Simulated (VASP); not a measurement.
Calculation: AM05 GGA, VASP's PBE PAW potentials (set 64) (plane waves; VASP 6.6.1).

Input for VASP

### POSCAR
```
NiO
1
    4.1122916581     2.0536387297     2.0536387297
    2.0536387297     4.1122916581     2.0536387297
    2.0536387297     2.0536387297     4.1122916581
Ni O
2 2
Direct
  0.0000000000   0.0000000000   0.0000000000
  0.5000000000   0.5000000000   0.5000000000
  0.2500000000   0.2500000000   0.2500000000
  0.7500000000   0.7500000000   0.7500000000
```

### INCAR
```
# general
SYSTEM   =  NiO
PREC     =  Accurate
ENCUT    =  520
LREAL    =  .False.
LASPH    =  .True.

# electronic loop
EDIFF    =  1E-7
NELM     =  100
ALGO     =  Normal
LMAXMIX  =  4

# smearing
ISMEAR   =  -5

# functional
GGA      =  AM

# spin
ISPIN    =  2
MAGMOM   =  1.2 -1.2 0.0 0.0

# ions
ISIF     =  2

# output
LWAVE    =  .False.
LCHARG   =  .True.
LORBIT   =  11
NEDOS    =  601

# other
LEFG     =  .True.
```

### KPOINTS
```
Automatic mesh
0
Gamma
10 10 10
0 0 0
```

POTCAR, in this order: Ni O (PBE.64 set). Program: vasp_std.

The run wrote:

### OSZICAR
```
       N       E                     dE             d eps       ncg     rms          rms(c)
DAV:   1     0.254919945072E+03    0.25492E+03   -0.15916E+04  9488   0.213E+03
DAV:   2     0.125651003569E+01   -0.25366E+03   -0.23726E+03  9536   0.412E+02
DAV:   3    -0.272410775605E+02   -0.28498E+02   -0.27008E+02 10684   0.156E+02
DAV:   4    -0.281617361753E+02   -0.92066E+00   -0.91461E+00 10328   0.298E+01
DAV:   5    -0.281875961209E+02   -0.25860E-01   -0.25851E-01 11044   0.468E+00    0.210E+01
DAV:   6    -0.256231368408E+02    0.25645E+01   -0.38686E+01 13900   0.107E+02    0.208E+01
DAV:   7    -0.241164761666E+02    0.15067E+01   -0.68752E+00 11916   0.775E+01    0.956E+00
DAV:   8    -0.242495630285E+02   -0.13309E+00   -0.19689E+00 10584   0.120E+01    0.598E+00
DAV:   9    -0.241707919389E+02    0.78771E-01   -0.13240E-01 14716   0.102E+01    0.138E+00
DAV:  10    -0.241817731933E+02   -0.10981E-01   -0.59713E-02 12676   0.325E+00    0.748E-01
DAV:  11    -0.241824836716E+02   -0.71048E-03   -0.94314E-03 13080   0.290E+00    0.158E-01
DAV:  12    -0.241827211736E+02   -0.23750E-03   -0.24600E-03 11176   0.468E-01    0.106E-01
DAV:  13    -0.241826642907E+02    0.56883E-04   -0.43930E-04 15424   0.291E-01    0.291E-02
DAV:  14    -0.241826686304E+02   -0.43397E-05   -0.45131E-05 10140   0.937E-02    0.278E-02
DAV:  15    -0.241826641769E+02    0.44535E-05   -0.20722E-05 14184   0.651E-02    0.681E-03
DAV:  16    -0.241826644260E+02   -0.24915E-06   -0.23936E-06 12108   0.248E-02    0.312E-03
DAV:  17    -0.241826643400E+02    0.86010E-07   -0.20215E-07  6260   0.994E-03
   1 F= -.24182664E+02 E0= -.24182664E+02  d E =0.000000E+00  mag=     0.0000
```

**OUTCAR**
```
------------------------ aborting loop because EDIFF is reached ----------------------------------------
  FORCE on cell =-STRESS in cart. coord.  units (eV):
  Direction    XX          YY          ZZ          XY          YZ          ZX
  --------------------------------------------------------------------------------------
  Total        0.0228095      0.0228095      0.0228095     -0.0739659     -0.0739659     -0.0739659
  in kB        1.0490869      1.0490869      1.0490869     -3.4019400     -3.4019400     -3.4019400
  external PRESSURE =       1.0490869 kB  Pullay stress =       0.0000000 kB
  volume of cell :       34.83
      direct lattice vectors                 reciprocal lattice vectors
     4.112291658  2.053638730  2.053638730     0.364389984 -0.121364553 -0.121364553
     2.053638730  4.112291658  2.053638730    -0.121364553  0.364389984 -0.121364553
     2.053638730  2.053638730  4.112291658    -0.121364553 -0.121364553  0.364389984
 POSITION                                       TOTAL-FORCE (eV/Angst)
 -----------------------------------------------------------------------------------
      0.00000      0.00000      0.00000         0.000000      0.000000     -0.000000
      4.10978      4.10978      4.10978        -0.000000      0.000000     -0.000000
      2.05489      2.05489      2.05489        -0.000000     -0.000000     -0.000000
      6.16468      6.16468      6.16468         0.000000      0.000000      0.000000
 -----------------------------------------------------------------------------------
    total drift:                                0.000000     -0.000000     -0.000000
  FREE ENERGIE OF THE ION-ELECTRON SYSTEM (eV)
  ---------------------------------------------------
  free  energy   TOTEN  =       -24.1826643400 eV

  energy  without entropy=      -24.1826643400  energy(sigma->0) =      -24.18266434

 total charge

# of ion       s       p       d       tot
------------------------------------------
    1        0.346   0.440   8.326   9.112
    2        0.346   0.440   8.326   9.112
    3        1.561   3.401   0.000   4.961
    4        1.561   3.401   0.000   4.961
--------------------------------------------------
tot          3.813   7.681  16.653  28.147

 magnetization (x)

# of ion       s       p       d       tot
------------------------------------------
    1       -0.012  -0.015   1.224   1.197
    2        0.012   0.015  -1.224  -1.197
    3        0.000   0.000   0.000   0.000
    4        0.000   0.000   0.000   0.000
--------------------------------------------------
tot          0.000  -0.000  -0.000  -0.000

 Electric field gradients after diagonalization (V/A^2)
 (convention: |V_zz| > |V_xx| > |V_yy|)
----------------------------------------------------------------------
 ion       V_xx      V_yy      V_zz     asymmetry (V_yy - V_xx)/ V_zz
----------------------------------------------------------------------
   1      -1.623    -1.623     3.246       0.000
   2      -1.623    -1.623     3.246       0.000
   3       1.873     1.873    -3.746       0.000
   4       1.873     1.873    -3.746       0.000
```
(Selected blocks of OUTCAR.)

The compound is NiO in the rock salt, AFM-II order structure. It was relaxed first.
